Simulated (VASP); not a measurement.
**AlCo (Pm-3m): a series in biaxial strain in the (111) plane**

Wanted: the elastic response of AlCo to biaxial strain in the (111) plane, with a fit that predicts a row left out.

Method: PBEsol, no spin polarisation; plane waves and PAW (Co, Al); cell typed or built by script, in the first sound run; inputs show where later runs differ, in VASP 6.6.1.

Most raw output is cut from this account.

## 1. The starting structure

Symmetry: Pm-3m, No. 221, cubic system. Conventional cell: a = 2.862 Å, b = 2.862 Å, c = 2.862 Å, α = 90.00°, β = 90.00°, γ = 90.00°. Nearest to Co lie 8 Al at 2.48 Å. Nearest to Al lie 8 Co at 2.48 Å. Farther neighbours are not listed.

Coordinates:

```cif
data_structure
_symmetry_space_group_name_H-M 'Pm-3m'
_symmetry_Int_Tables_number 221
_cell_length_a 2.8620
_cell_length_b 2.8620
_cell_length_c 2.8620
_cell_angle_alpha 90.000
_cell_angle_beta 90.000
_cell_angle_gamma 90.000
_cell_volume 23.44
loop_
_atom_site_label
_atom_site_type_symbol
_atom_site_symmetry_multiplicity
_atom_site_Wyckoff_symbol
_atom_site_fract_x
_atom_site_fract_y
_atom_site_fract_z
_atom_site_occupancy
Co1 Co 1 a 0.00000 0.00000 0.00000 1
Al1 Al 1 b 0.50000 0.50000 0.50000 1
```

## 2. Relax the crystal, PBEsol

The series starts from the cell that this level prefers, so that zero strain is near zero stress.

This step took 2 runs in a row; the last is shown.

Level: PBEsol, no spin polarisation; plane waves and PAW (Co, Al); cell typed or built by script.

INCAR

```
SYSTEM = AlCo
PREC = Accurate
ENCUT = 450
EDIFF = 1E-07
NELM = 120
ISMEAR = 1
SIGMA = 0.15
LREAL = .FALSE.
ALGO = Normal
GGA = PS
NBANDS = 12
LASPH = .TRUE.
LORBIT = 11
LWAVE = .FALSE.
LCHARG = .FALSE.
KPAR = 8
IBRION = 2
NSW = 40
ISIF = 3
EDIFFG = -0.005
POTIM = 0.4
```

POSCAR

```
AlCo
1.0
    2.8224832103      0.0000000000      0.0000000000
    0.0000000000      2.8224832103      0.0000000000
    0.0000000000      0.0000000000      2.8224832103
Co Al
1 1
Direct
    0.0000000000      0.0000000000      0.0000000000
    0.5000000000      0.5000000000      0.5000000000
```

KPOINTS

```
Automatic mesh
0
Gamma
17 17 17
0 0 0
```

PAW data sets: Co and Al (PBE family, release 64).

Command:

```
> mpirun -np 8 vasp_std
```

The job ended after 8.8 s (8 MPI ranks of AMD EPYC 7R43, shared host; peak memory 0.97 GiB; 64 s of CPU time).

Read from the output:

```
energy(sigma→0) of the program : -13.0820 eV
stress, compression positive   : -0.04 along [111], -0.04 across it (mean), GPa
volume                         : 22.485 Å³
ionic steps                    : 1
```

## 3. Strain along the normal, PBEsol

One member in full: the plane is strained by -2 %, and the strain along the normal is moved by secant steps until the normal stress is under 0.012 GPa or five steps are spent; the atoms relax at each step.

This step took 3 runs, each at a new trial strain with the atoms of the one before; the last is shown.

Level: PBEsol, no spin polarisation; plane waves and PAW (Co, Al); cell typed or built by script.

Edit INCAR of step 2 so:

```diff
@@ -15,7 +15,7 @@
 LCHARG = .FALSE.
-KPAR = 8
-IBRION = 2
-NSW = 40
-ISIF = 3
-EDIFFG = -0.005
-POTIM = 0.4
+KPAR = 2
+IBRION = 1
+NSW = 25
+ISIF = 2
+EDIFFG = -0.004
+POTIM = 0.3
```

POSCAR

```
AlCo
1.0
    2.7944968910      0.0284633450      0.0284633450
    0.0284633450      2.7944968910      0.0284633450
    0.0284633450      0.0284633450      2.7944968910
Co Al
1 1
Direct
    0.0000000000      0.0000000000      0.0000000000
    0.5000000000      0.5000000000      0.5000000000
```

KPOINTS is that of step 2.

Command:

```
> mpirun -np 2 vasp_std
```

The job ended after 67 s (2 MPI ranks; peak memory 0.36 GiB).

This run gave:

| Item | Value |
| --- | --- |
| energy(sigma→0) of the program | -13.0554 eV |
| stress, compression positive | 0.00 along [111], 9.63 across it (mean), GPa |
| ionic steps | 1 |

## 4. All members

The other members went through these steps as far as the tables show, with the same cutoff and, step by step, the same mesh; 26 runs are not shown. The session took 0.81 core hours (wall time by ranks) on a shared machine.

```
in-plane strain (%)  strain along the normal (%)  in-plane stress, tension positive (GPa)  energy above the unstrained row, extrapolated to no smearing (meV/atom)
             -2.000                        1.025                                   -9.627                                                                   13.290
             -1.500                        0.739                                   -7.091                                                                    7.426
             -1.000                        0.476                                   -4.632                                                                    3.286
             -0.500                        0.226                                   -2.260                                                                    0.828
                  0                       -0.009                                    0.027                                                                    0.000
              0.500                       -0.231                                    2.225                                                                    0.752
              1.000                       -0.443                                    4.334                                                                    3.028
              1.500                       -0.644                                        ?                                                                        ?
              2.000                       -0.836                                    8.278                                                                   11.934
```

## 5. A fit to the known rows

Fitting a parabola to the 8 known rows (e: strain in %) gives stress = − 0.1754 e² + 4.479 e + 0.02614 in GPa; the residuals are 0.0040 GPa r.m.s.

For the withheld row, e = 1.5, the fit gives 6.349 GPa.

## 6. Prediction against calculation

The calculation gives 6.351 GPa, so the prediction is 0.002 GPa too low.

Slopes at zero strain, from cubics through all rows: strain ratio -0.457, stress over strain 449 GPa.

## 7. Outcome

```json
{
 "error of the predicted stress": "-0.002 GPa",
 "ratio of normal to in-plane strain": "-0.457",
 "biaxial modulus": "449 GPa"
}
```

**Reading.** As a check, the curvature of the energy gives 450 GPa for the same modulus (energy per volume = M × strain²), 0 % from the slope of the stress. These are static values: temperature and zero-point motion are left out. In a metal the slopes also depend on mesh and smearing, which were held through the series.

[Lines on the potential files, build, host, timing and source positions are cut from VASP's logs without a mark.]

[Logs are printed without paths, hosts, clocks, repeated set-up lines and the standing remarks that a program may print on its own settings, such as how far it seeks lower states.]

[Hosts, paths, dates, database ids (printed as entryN), source tags and the programs' standing remarks are cut or masked in the printed files.]

[In band tables of VASP the shares of atoms and orbitals are scaled to a sum of 1 inside the atoms' spheres.]
